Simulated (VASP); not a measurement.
## Lattice vibrations of Rb2TcF6

How does the lattice of Rb2TcF6 vibrate? The start is a cell from a database of measured crystal structures.

Calculated with VASP 6.6.1; PBEsol; plane waves and PAW (Tc, Rb_pv, F).

**1. Set-up**

Symmetry: P-3m1, No. 164, trigonal system. The conventional cell has a = 5.949 Å, b = 5.949 Å, c = 4.759 Å, α = 90.00°, β = 90.00°, γ = 120.00°. Nearest to Tc lie 6 F at 1.93 Å. Nearest to Rb lie 12 F at 2.91 to 3.08 Å. F has 1 Tc at 1.93 Å and 4 Rb at 2.91 to 3.08 Å nearest. Farther neighbours and most contacts between anions are not listed.

Coordinates:

```xyz
9
Lattice="5.9490 0.0000 0.0000 -2.9745 5.1520 0.0000 0.0000 0.0000 4.7590" Properties=species:S:1:pos:R:3 pbc="T T T"
Tc    0.0000    0.0000    0.0000
Rb    2.9745    1.7173    3.3299
Rb    0.0000    3.4347    1.4291
F     1.5748    4.3439    3.6982
F    -1.5748    4.3439    3.6982
F     0.0000    1.6162    3.6982
F     2.9745    3.5358    1.0608
F     4.5493    0.8081    1.0608
F     1.3997    0.8081    1.0608
```

**2. Relax the host**

The later steps need the crystal at this functional's own lattice; a raised cutoff keeps the stress reliable while the cell changes.

INCAR

```
SYSTEM = Rb2TcF6
PREC = Normal
ENCUT = 520
EDIFF = 1E-05
NELM = 120
ISMEAR = 0
SIGMA = 0.05
LREAL = Auto
ALGO = Fast
GGA = PS
NBANDS = 40
LASPH = .TRUE.
LORBIT = 11
LWAVE = .FALSE.
LCHARG = .FALSE.
KPAR = 2
NCORE = 2
IBRION = 2
NSW = 40
ISIF = 3
EDIFFG = -0.03
POTIM = 0.4
```

POSCAR

```
Rb2TcF6
1.0
    5.9490000000      0.0000000000      0.0000000000
   -2.9745000000      5.1519851271      0.0000000000
    0.0000000000      0.0000000000      4.7590000000
Tc Rb F
1 2 6
Direct
    0.0000000000      0.0000000000      0.0000000000
    0.6666666667      0.3333333333      0.6997000000
    0.3333333333      0.6666666667      0.3003000000
    0.6863000000      0.8431500000      0.7771000000
    0.1568500000      0.8431500000      0.7771000000
    0.1568500000      0.3137000000      0.7771000000
    0.8431500000      0.6863000000      0.2229000000
    0.8431500000      0.1568500000      0.2229000000
    0.3137000000      0.1568500000      0.2229000000
```

KPOINTS

```
Automatic mesh
0
Gamma
3 3 3
0 0 0
```

Potentials, in the order of the species: Tc, Rb_pv and F (PBE family, release 64).

Command:

```console
> mpirun -np 4 vasp_std
```

Output:

```text
[banner, memory and clock lines left out]
running    4 mpi-ranks, on    1 nodes
 distrk:  each k-point on    2 cores,    2 groups
 distr:  one band on    2 cores,    1 groups

 POSCAR found type information on POSCAR TcRbF
 POSCAR found :  3 types and       9 ions
|                                                                             |
|               ----> ADVICE to this user running VASP <----                  |
|                                                                             |
|     You enforced a specific xc type in the INCAR file but a different       |
|     [... a line on the potential file left out ...]
|     I HOPE YOU KNOW WHAT YOU ARE DOING!                                     |
|                                                                             |

 LDA part: xc-table for (Slater+PW92), standard interpolation
 POSCAR, INCAR and KPOINTS ok, starting setup
 FFT: planning ... GRIDC
 FFT: planning ... GRID_SOFT
 FFT: planning ... GRID
 WAVECAR not read
 entering main loop
       N       E                     dE             d eps       ncg     rms          rms(c)
DAV:   1     0.492065342594E+03    0.49207E+03   -0.31337E+04   568   0.145E+03
DAV:   2    -0.145838960491E+02   -0.50665E+03   -0.49197E+03   680   0.360E+02
DAV:   3    -0.526631344643E+02   -0.38079E+02   -0.37751E+02   664   0.103E+02
DAV:   4    -0.531026251113E+02   -0.43949E+00   -0.43605E+00   656   0.119E+01
DAV:   5    -0.531084980541E+02   -0.58729E-02   -0.58653E-02   704   0.118E+00    0.285E+01
RMM:   6    -0.471327442728E+02    0.59758E+01   -0.25627E+01   560   0.214E+01    0.123E+01
RMM:   7    -0.469131637789E+02    0.21958E+00   -0.15791E+00   560   0.550E+00    0.929E+00
RMM:   8    -0.468494103867E+02    0.63753E-01   -0.23851E-01   562   0.229E+00    0.654E+00
RMM:   9    -0.468058578723E+02    0.43553E-01   -0.18250E-01   576   0.232E+00    0.401E+00
RMM:  10    -0.467438669959E+02    0.61991E-01   -0.25400E-02   560   0.790E-01    0.244E+00
RMM:  11    -0.467697846812E+02   -0.25918E-01   -0.13648E-02   564   0.561E-01    0.394E+00
RMM:  12    -0.467287869683E+02    0.40998E-01   -0.13460E-02   569   0.561E-01    0.165E+00
RMM:  13    -0.467175758580E+02    0.11211E-01   -0.51101E-03   569   0.359E-01    0.256E+00
RMM:  14    -0.467009174717E+02    0.16658E-01   -0.29095E-03   569   0.252E-01    0.606E-01
RMM:  15    -0.466935760124E+02    0.73415E-02   -0.15996E-03   567   0.196E-01    0.154E+00
RMM:  16    -0.466888345420E+02    0.47415E-02   -0.78202E-04   519   0.135E-01    0.926E-02
RMM:  17    -0.466867808106E+02    0.20537E-02   -0.42594E-04   469   0.995E-02    0.999E-01
RMM:  18    -0.466854087994E+02    0.13720E-02   -0.19665E-04   429   0.662E-02    0.168E-01
RMM:  19    -0.466848654201E+02    0.54338E-03   -0.11118E-04   424   0.516E-02    0.710E-01
RMM:  20    -0.466844290401E+02    0.43638E-03   -0.50111E-05   398   0.329E-02    0.285E-01
RMM:  21    -0.466842807245E+02    0.14832E-03   -0.28193E-05   368   0.264E-02    0.555E-01
RMM:  22    -0.466841176729E+02    0.16305E-03   -0.12061E-05   353   0.165E-02    0.337E-01
RMM:  23    -0.466840634712E+02    0.54202E-04   -0.73868E-06   343   0.139E-02    0.468E-01
RMM:  24    -0.466839915094E+02    0.71962E-04   -0.30162E-06   259   0.824E-03    0.356E-01
RMM:  25    -0.466839570400E+02    0.34469E-04   -0.19954E-06   237   0.729E-03    0.416E-01
RMM:  26    -0.466839219522E+02    0.35088E-04   -0.72291E-07   172   0.439E-03    0.360E-01
RMM:  27    -0.466838940395E+02    0.27913E-04   -0.64519E-07   204   0.450E-03    0.383E-01
RMM:  28    -0.466838833223E+02    0.10717E-04   -0.12025E-07   120   0.265E-03    0.361E-01
RMM:  29    -0.466838697121E+02    0.13610E-04   -0.95126E-08   121   0.275E-03    0.369E-01
RMM:  30    -0.466838455514E+02    0.24161E-04   -0.16076E-07   131   0.317E-03    0.351E-01
RMM:  31    -0.466838069624E+02    0.38589E-04   -0.65302E-07   222   0.440E-03    0.342E-01
RMM:  32    -0.466837751697E+02    0.31793E-04   -0.25480E-07   161   0.339E-03    0.328E-01
RMM:  33    -0.466836809424E+02    0.94227E-04   -0.19543E-06   292   0.664E-03    0.283E-01
RMM:  34    -0.466835962975E+02    0.84645E-04   -0.19421E-06   284   0.687E-03    0.251E-01
RMM:  35    -0.466834999431E+02    0.96354E-04   -0.33744E-06   304   0.798E-03    0.189E-01
RMM:  36    -0.466834322615E+02    0.67682E-04   -0.30800E-06   302   0.845E-03    0.154E-01
RMM:  37    -0.466833848162E+02    0.47445E-04   -0.26131E-06   286   0.720E-03    0.103E-01
RMM:  38    -0.466833572511E+02    0.27565E-04   -0.20426E-06   280   0.686E-03    0.787E-02
RMM:  39    -0.466833424363E+02    0.14815E-04   -0.12954E-06   225   0.515E-03    0.466E-02
RMM:  40    -0.466833354406E+02    0.69957E-05   -0.10263E-06   241   0.512E-03
   1 F= -.46683335E+02 E0= -.46661405E+02  d E =-.466833E+02
 curvature:   0.00 expect dE= 0.000E+00 dE for cont linesearch  0.000E+00
 trial: gam= 0.00000 g(F)=  0.571E-02 g(S)=  0.744E-02 ort = 0.000E+00 (trialstep = 0.100E+01)
 search vector abs. value=  0.131E-01
 bond charge predicted
       N       E                     dE             d eps       ncg     rms          rms(c)
DAV:   1    -0.467289513115E+02   -0.45609E-01   -0.24955E+00   624   0.977E+00    0.201E+00
RMM:   2    -0.466940885650E+02    0.34863E-01   -0.17484E-01   560   0.218E+00    0.117E+00
RMM:   3    -0.466936954672E+02    0.39310E-03   -0.14423E-02   560   0.640E-01    0.134E+00
RMM:   4    -0.466945544277E+02   -0.85896E-03   -0.38524E-03   560   0.314E-01    0.117E+00
RMM:   5    -0.466938017455E+02    0.75268E-03   -0.24984E-03   562   0.278E-01    0.106E+00
RMM:   6    -0.466936976660E+02    0.10408E-03   -0.13085E-03   567   0.201E-01    0.116E+00
RMM:   7    -0.466919427412E+02    0.17549E-02   -0.87895E-04   567   0.162E-01    0.783E-01
RMM:   8    -0.466898750085E+02    0.20677E-02   -0.62962E-04   509   0.133E-01    0.712E-01
RMM:   9    -0.466884770905E+02    0.13979E-02   -0.38302E-04   446   0.995E-02    0.465E-01
RMM:  10    -0.466876534896E+02    0.82360E-03   -0.24335E-04   432   0.810E-02    0.452E-01
RMM:  11    -0.466870660946E+02    0.58739E-03   -0.14523E-04   429   0.618E-02    0.250E-01
RMM:  12    -0.466867609107E+02    0.30518E-03   -0.86830E-05   420   0.483E-02    0.286E-01
RMM:  13    -0.466865456016E+02    0.21531E-03   -0.50455E-05   402   0.363E-02    0.125E-01
RMM:  14    -0.466864434387E+02    0.10216E-03   -0.28771E-05   368   0.280E-02    0.185E-01
RMM:  15    -0.466863659922E+02    0.77447E-04   -0.16525E-05   354   0.212E-02    0.528E-02
RMM:  16    -0.466863336448E+02    0.32347E-04   -0.93962E-06   349   0.163E-02    0.125E-01
RMM:  17    -0.466863054742E+02    0.28171E-04   -0.53050E-06   293   0.121E-02    0.122E-02
RMM:  18    -0.466862958902E+02    0.95839E-05   -0.30224E-06   230   0.910E-03
   2 F= -.46686296E+02 E0= -.46663801E+02  d E =-.296045E-02
[... from here on, the cycles between the ionic steps are left out ...]
   3 F= -.46687544E+02 E0= -.46665329E+02  d E =-.420884E-02
   4 F= -.46688307E+02 E0= -.46665998E+02  d E =-.762535E-03
   5 F= -.46689188E+02 E0= -.46666846E+02  d E =-.164350E-02
   6 F= -.46689955E+02 E0= -.46667585E+02  d E =-.241050E-02
   7 F= -.46689838E+02 E0= -.46667554E+02  d E =-.229399E-02
   8 F= -.46690163E+02 E0= -.46668088E+02  d E =-.261862E-02
   9 F= -.46689907E+02 E0= -.46667697E+02  d E =-.236321E-02
  10 F= -.46690044E+02 E0= -.46667839E+02  d E =-.136474E-03
  11 F= -.46690082E+02 E0= -.46667833E+02  d E =-.174915E-03
 curvature:  -0.57 expect dE=-0.147E-03 dE for cont linesearch -0.346E-06
 trial: gam= 0.98429 g(F)=  0.147E-03 g(S)=  0.109E-03 ort =-0.131E-04 (trialstep = 0.901E+00)
 search vector abs. value=  0.506E-03
 bond charge predicted
       N       E                     dE             d eps       ncg     rms          rms(c)
DAV:   1    -0.466904026789E+02   -0.32732E-03   -0.25735E-02   576   0.839E-01    0.102E-01
RMM:   2    -0.466902750523E+02    0.12763E-03   -0.85671E-04   560   0.158E-01    0.416E-02
RMM:   3    -0.466902673606E+02    0.76917E-05   -0.86469E-05   547   0.512E-02
  12 F= -.46690267E+02 E0= -.46668128E+02  d E =-.184950E-03
 ZBRENT: can't locate minimum, use default step
 trial-energy change:   -0.000185  1 .order   -0.000205   -0.000219   -0.000191
 step:   3.6029(harm=  6.9403)  dis= 0.01028  next Energy=   -46.690926 (dE=-0.844E-03)
 reached required accuracy - stopping structural energy minimisation
```

Run time: 2.3 min. Hardware: 4 MPI ranks of AMD EPYC 7R43, shared host; peak memory 0.59 GiB; 8.2 min of CPU time.

Lines that name or quote the potential files are left out of all logs, and their timing lines are given in words.

OUTCAR, selected parts (step 2):

```text
ion  position               nearest neighbor table
   1  0.000  0.000  0.000-   6 1.93   7 1.93   4 1.93   5 1.93   8 1.93   9 1.93   2 3.72   3 3.72
                             3 3.72   2 3.72   2 3.72   3 3.72
   2  0.667  0.333  0.700-   8 2.91   7 2.91   9 2.91   4 3.00   6 3.00   5 3.00   5 3.00   4 3.00
                             6 3.00   8 3.08   7 3.08   9 3.08   1 3.72   1 3.72   1 3.72   3 3.93
   3  0.333  0.667  0.300-   5 2.91   6 2.91   4 2.91   9 3.00   7 3.00   8 3.00   8 3.00   9 3.00
                             7 3.00   5 3.08   6 3.08   4 3.08   1 3.72   1 3.72   1 3.72   2 3.93
   4  0.686  0.843  0.777-   1 1.93   3 2.91   2 3.00   2 3.00   3 3.08
   5  0.157  0.843  0.777-   1 1.93   3 2.91   2 3.00   2 3.00   3 3.08
   6  0.157  0.314  0.777-   1 1.93   3 2.91   2 3.00   2 3.00   3 3.08
   7  0.843  0.686  0.223-   1 1.93   2 2.91   3 3.00   3 3.00   2 3.08
   8  0.843  0.157  0.223-   1 1.93   2 2.91   3 3.00   3 3.00   2 3.08
   9  0.314  0.157  0.223-   1 1.93   2 2.91   3 3.00   3 3.00   2 3.08

  LATTYP: Found a hexagonal cell.
 ALAT       =     5.9490000000
 C/A-ratio  =     0.7999663809

 Subroutine GETGRP returns: Found 12 space group operations
 (whereof 12 operations were pure point group operations)

The static configuration has the point symmetry D_3d.

 Found      7 irreducible k-points:

   k-points           NKPTS =      7   k-points in BZ     NKDIM =      7   number of bands    NBANDS=     40

   dimension x,y,z NGX =    36 NGY =   36 NGZ =   28
   dimension x,y,z NGXF=    72 NGYF=   72 NGZF=   56

   ENCUT  =  520.0 eV  38.22 Ry    6.18 a.u.  11.06 11.06  8.85*2*pi/ulx,y,z

   NELECT =      63.0000    total number of electrons

 k-points in reciprocal lattice and weights: Automatic mesh
   0.00000000  0.00000000  0.00000000       0.037
   0.33333333  0.00000000  0.00000000       0.222
   0.33333333  0.33333333  0.00000000       0.074
   0.00000000  0.00000000  0.33333333       0.074
   0.33333333  0.00000000  0.33333333       0.222
   0.00000000  0.33333333  0.33333333       0.222
   0.33333333  0.33333333  0.33333333       0.148

 average (electrostatic) potential at core
       1 -79.1000       2 -13.0573       3 -13.0573       4 -79.5654       5 -79.5654
       6 -79.5654       7 -79.5654       8 -79.5654       9 -79.5654

 E-fermi :   0.3588

 k-point     1 :       0.0000    0.0000    0.0000
  band No.  band energies     occupation
    ...
     29      -3.7705      2.00000
     30      -3.7365      2.00000
     31       0.2583      1.99554
     32       0.3308      1.57226
     33       0.3308      1.57225
     34       3.7588      0.00000
     35       3.7588      0.00000
     36       4.0062      0.00000
     37       7.1101      0.00000
     38       7.6610      0.00000
    ...

 k-point     2 :       0.3333    0.0000    0.0000
  band No.  band energies     occupation
    ...
     28      -3.8931      2.00000
     29      -3.8592      2.00000
     30      -3.7805      2.00000
     31       0.2819      1.97045
     32       0.3625      0.91803
     33       0.4225      0.07168
     34       3.4924      0.00000
     35       3.7655      0.00000
     36       5.1020      0.00000
     37       7.0337      0.00000
    ...

 k-point     3 :       0.3333    0.3333    0.0000
  band No.  band energies     occupation
    ...
     27      -3.9639      2.00000
     28      -3.8840      2.00000
     29      -3.8798      2.00000
     30      -3.8798      2.00000
     31       0.3248      1.66405
     32       0.4073      0.17025
     33       0.4073      0.17024
     34       3.5533      0.00000
     35       3.5533      0.00000
     36       6.5598      0.00000
    ...

  Total       -0.0000174     -0.0000174     -0.0514802     -0.0000000      0.0000000      0.0000000
  in kB       -0.0001898     -0.0001898     -0.5613539     -0.0000000      0.0000000      0.0000000
  external PRESSURE =      -0.1872445 kB  Pullay stress =       0.0000000 kB

  energy-cutoff  :      520.00
  volume of cell :      146.93
      direct lattice vectors                 reciprocal lattice vectors
     5.946359688  0.000000000  0.000000000     0.168170116  0.097093062  0.000000000
    -2.973179844  5.149698549  0.000000000    -0.000000000  0.194186124 -0.000000000
    -0.000000000 -0.000000000  4.798229992    -0.000000000 -0.000000000  0.208410185

 POSITION                                       TOTAL-FORCE (eV/Angst)
 -----------------------------------------------------------------------------------
      5.94636      0.00000      0.00000        -0.000000      0.000000      0.000000
      2.97318      1.71657      3.37599        -0.000000     -0.000000      0.026292
     -0.00000      3.43313      1.42224        -0.000000      0.000000     -0.026292
      1.57623      4.34317      3.72192        -0.015026     -0.008676     -0.009337
     -1.57623      4.34317      3.72192         0.015026     -0.008676     -0.009337
     -0.00000      1.61305      3.72192         0.000000      0.017351     -0.009337
      2.97318      3.53664      1.07631        -0.000000     -0.017351      0.009337
      4.54941      0.80653      1.07631        -0.015026      0.008676      0.009337
      1.39695      0.80653      1.07631         0.015026      0.008676      0.009337
 -----------------------------------------------------------------------------------
    total drift:                                0.000000     -0.000000     -0.000000

  FREE ENERGIE OF THE ION-ELECTRON SYSTEM (eV)
  ---------------------------------------------------
  free  energy   TOTEN  =       -46.6902673606 eV

  energy  without entropy=      -46.6459876628  energy(sigma->0) =      -46.66812751

 reached required accuracy - stopping structural energy minimisation

 total charge
# of ion       s       p       d       tot
------------------------------------------
    1        0.461   0.877   5.185   6.523
    2        0.039   6.001   0.059   6.099
    3        0.039   6.001   0.059   6.099
    4        1.737   4.324   0.000   6.061
    5        1.737   4.324   0.000   6.061
    6        1.737   4.324   0.000   6.061
    7        1.737   4.324   0.000   6.061
    8        1.737   4.324   0.000   6.061
    9        1.737   4.324   0.000   6.061
--------------------------------------------------
tot         10.963  38.823   5.302  55.088

[... 3 further parts left out ...]
```

CONTCAR:

```
Rb2TcF6
   1.00000000000000
     5.9463596876098181    0.0000000000000000    0.0000000000000000
    -2.9731798438049091    5.1496985494961942    0.0000000000000000
    -0.0000000000000000   -0.0000000000000000    4.7982299915431499
  Tc              Rb              F
     1     2     6
Direct
     1.0000000000000000    0.0000000000000000    0.0000000000000000
     0.6666666667000030    0.3333333332999970    0.7035903599581136
     0.3333333332999970    0.6666666667000030    0.2964096400418865
     0.6867672203894740    0.8433836101947371    0.7756860243199077
     0.1566163898052630    0.8433836101947371    0.7756860243199077
     0.1566163898052630    0.3132327796105260    0.7756860243199077
     0.8433836101947371    0.6867672203894740    0.2243139756800923
     0.8433836101947371    0.1566163898052630    0.2243139756800923
     0.3132327796105260    0.1566163898052630    0.2243139756800923
```

This run has no spin polarisation. Its electron count is odd, so without a moment it is a metal by construction. The k-mesh is coarse for a metal. The PAW data sets were made with PBE, which is usual practice but a small mismatch for other functionals. The data set Tc keeps the semicore shell frozen, which is cheaper and a little less accurate. The run keeps the 12 symmetry operations of its start, so it cannot find a distortion of lower symmetry.

Relaxation path:

```
step  energy less that of the first step (eV)  largest force (eV/Å)  pressure (GPa)  volume (Å³)
   1                                   0.0000                0.1525            0.82       145.86
   2                                  -0.0030                0.1119           -0.47       147.27
   3                                  -0.0042                0.0630            0.00       146.77
   4                                  -0.0050                0.0578           -0.04       146.85
   5                                  -0.0059                0.0530           -0.04       146.98
   6                                  -0.0066                0.0363           -0.11       147.22
   7                                  -0.0065                0.0427           -0.11       147.16
   8                                  -0.0068                0.0412           -0.05       147.19
   9                                  -0.0066                0.0386           -0.11       147.21
  10                                  -0.0067                0.0346            0.14       146.90
  11                                  -0.0067                0.0336            0.06       147.01
  12                                  -0.0069                0.0263           -0.02       146.93
```

```
conventional cell, symmetrised  before  after  change
                         a (Å)   5.949  5.946  -0.0 %
                         b (Å)   5.949  5.946  -0.0 %
                         c (Å)   4.759  4.798  +0.8 %
              volume (Å³/atom)   16.21  16.33  +0.7 %
```

The atoms that moved most (Å, as changes of fractional coordinates times the final cell):

```
atom      dx      dy      dz  length
 Rb3   0.000   0.000  -0.019   0.019
 Rb2   0.000   0.000   0.019   0.019
  F4   0.002   0.001  -0.007   0.007
  F9  -0.002  -0.001   0.007   0.007
  F6   0.000  -0.002  -0.007   0.007
  F7   0.000   0.002   0.007   0.007
  F5  -0.002   0.001  -0.007   0.007
  F8   0.002  -0.001   0.007   0.007
```

The relaxed structure:

```cif
data_structure
_symmetry_space_group_name_H-M 'P 1'
_symmetry_Int_Tables_number 1
_cell_length_a 5.9464
_cell_length_b 5.9464
_cell_length_c 4.7982
_cell_angle_alpha 90.000
_cell_angle_beta 90.000
_cell_angle_gamma 120.000
_cell_volume 146.93
loop_
_atom_site_label
_atom_site_type_symbol
_atom_site_fract_x
_atom_site_fract_y
_atom_site_fract_z
_atom_site_occupancy
Tc1 Tc 0.00000 0.00000 0.00000 1
Rb2 Rb 0.66667 0.33333 0.70359 1
Rb3 Rb 0.33333 0.66667 0.29641 1
F4 F 0.68677 0.84338 0.77569 1
F5 F 0.15662 0.84338 0.77569 1
F6 F 0.15662 0.31323 0.77569 1
F7 F 0.84338 0.68677 0.22431 1
F8 F 0.84338 0.15662 0.22431 1
F9 F 0.31323 0.15662 0.22431 1
```

Numbers from this step:

- electronic cycles: 163
- electrons: 63
- free energy (TOTEN): -46.69 eV
- energy at zero smearing: -46.67 eV
- Fermi energy: 0.3588 eV
- pressure: -0.01872 GPa
- labelled metallic, from the levels on this mesh: yes

The run ended after 12 ionic steps, 0.007 eV below its first step, once forces and stress met EDIFFG = -0.03.

(Continued in part 2 of 3.)

[Lines on the potential files, build, host, timing and source positions are cut from VASP's logs without a mark.]

[Logs are printed without paths, hosts, clocks, repeated set-up lines and the standing remarks that a program may print on its own settings, such as how far it seeks lower states.]

[Hosts, paths, dates, database ids (printed as entryN), source tags and the programs' standing remarks are cut or masked in the printed files.]

[Runs that stopped without an error message from VASP are left out.]
